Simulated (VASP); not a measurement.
Level of theory: PBE GGA, VASP's PBE PAW potentials (set 64) (plane waves; VASP).

A VASP calculation is set up with these files.

File KPOINTS:
```
K-points
0
G
6 6 6
```

**INCAR**
```
SYSTEM = Pt3Ti
PREC = Accurate
ENCUT = 300
EDIFF = 1E-6
NELM = 100
ALGO = Normal
LREAL = .FALSE.
LASPH = .TRUE.
ISMEAR = 0
SIGMA = 0.1
GGA = PE
LMAXMIX = 6
LWAVE = .FALSE.
LCHARG = .FALSE.
ISIF = 2
```

**POSCAR**
```
Pt3Ti
1
    3.9200000000     0.0000000000     0.0000000000
    0.0000000000     3.9200000000     0.0000000000
    0.0000000000     0.0000000000     3.9200000000
Ti Pt
1 3
Direct
 -0.0062980000   0.0137430000   0.0128030000
  0.0102210000   0.4885020000   0.4920370000
  0.4883600000   0.0102460000   0.4928190000
  0.5077170000   0.4875090000   0.0023410000
```

POTCAR, in this order: Ti_sv Pt (PBE.64 set). Program: vasp_std.

Output of the run:

OSZICAR:
```
       N       E                     dE             d eps       ncg     rms          rms(c)
DAV:   1     0.284318955295E+03    0.28432E+03   -0.14973E+04  5600   0.124E+03
DAV:   2    -0.896647154979E+01   -0.29329E+03   -0.28710E+03  6144   0.358E+02
DAV:   3    -0.318139698782E+02   -0.22847E+02   -0.22130E+02  7864   0.909E+01
DAV:   4    -0.324650665049E+02   -0.65110E+00   -0.64906E+00  6953   0.161E+01
DAV:   5    -0.324834014635E+02   -0.18335E-01   -0.18323E-01  8084   0.263E+00    0.220E+01
DAV:   6    -0.307691617402E+02    0.17142E+01   -0.21829E+01  7974   0.326E+01    0.140E+01
DAV:   7    -0.302904608822E+02    0.47870E+00   -0.29275E+01  8270   0.327E+01    0.103E+01
DAV:   8    -0.295553053318E+02    0.73516E+00   -0.16883E+00  7930   0.994E+00    0.450E+00
DAV:   9    -0.294600534638E+02    0.95252E-01   -0.20156E+00  8271   0.772E+00    0.235E+00
DAV:  10    -0.294068008703E+02    0.53253E-01   -0.35018E-01  7916   0.400E+00    0.285E-01
DAV:  11    -0.294076151459E+02   -0.81428E-03   -0.44593E-03  6730   0.537E-01    0.303E-01
DAV:  12    -0.294075745154E+02    0.40630E-04   -0.67069E-04  7213   0.227E-01    0.257E-01
DAV:  13    -0.294069083154E+02    0.66620E-03   -0.33120E-03  8324   0.350E-01    0.210E-02
DAV:  14    -0.294069080435E+02    0.27191E-06   -0.75804E-05  7285   0.559E-02    0.676E-03
DAV:  15    -0.294069082291E+02   -0.18552E-06   -0.61927E-06  7334   0.157E-02
   1 F= -.29406908E+02 E0= -.29404004E+02  d E =-.580819E-02
```

**OUTCAR**
```
------------------------ aborting loop because EDIFF is reached ----------------------------------------
  FORCE on cell =-STRESS in cart. coord.  units (eV):
  Direction    XX          YY          ZZ          XY          YZ          ZX
  --------------------------------------------------------------------------------------
  Total        2.3803664      2.4169039      2.1445603     -0.4812532     -0.0038448     -0.0249243
  in kB       63.3134804     64.2853139     57.0414622    -12.8004734     -0.1022640     -0.6629405
  external PRESSURE =      61.5467522 kB  Pullay stress =       0.0000000 kB
  volume of cell :       60.24
      direct lattice vectors                 reciprocal lattice vectors
     3.920000000  0.000000000  0.000000000     0.255102041  0.000000000  0.000000000
     0.000000000  3.920000000  0.000000000     0.000000000  0.255102041  0.000000000
     0.000000000  0.000000000  3.920000000     0.000000000  0.000000000  0.255102041
 POSITION                                       TOTAL-FORCE (eV/Angst)
 -----------------------------------------------------------------------------------
      3.89531      0.05387      0.05019         0.121167     -0.409275     -0.345024
      0.04007      1.91493      1.92879        -0.747999      0.827298      0.438661
      1.91437      0.04016      1.93185         0.642167     -1.235459      0.420143
      1.99025      1.91104      0.00918        -0.015335      0.817436     -0.513780
 -----------------------------------------------------------------------------------
    total drift:                               -0.000230      0.000070      0.000096
  FREE ENERGIE OF THE ION-ELECTRON SYSTEM (eV)
  ---------------------------------------------------
  free  energy   TOTEN  =       -29.4069082291 eV

  energy  without entropy=      -29.4011000425  energy(sigma->0) =      -29.40400414
```
(Selected blocks of OUTCAR.)

At this cut-off the stress carries a Pulay error, which pulls relaxed volumes low.

The structure is a typed Pt3Ti crystal. The cell was not relaxed at this level, atoms are displaced from their ideal sites. The run is one of a series of settings (KPOINTS 6×6×6 Γ-centred mesh against the base run), some of them coarse on purpose.
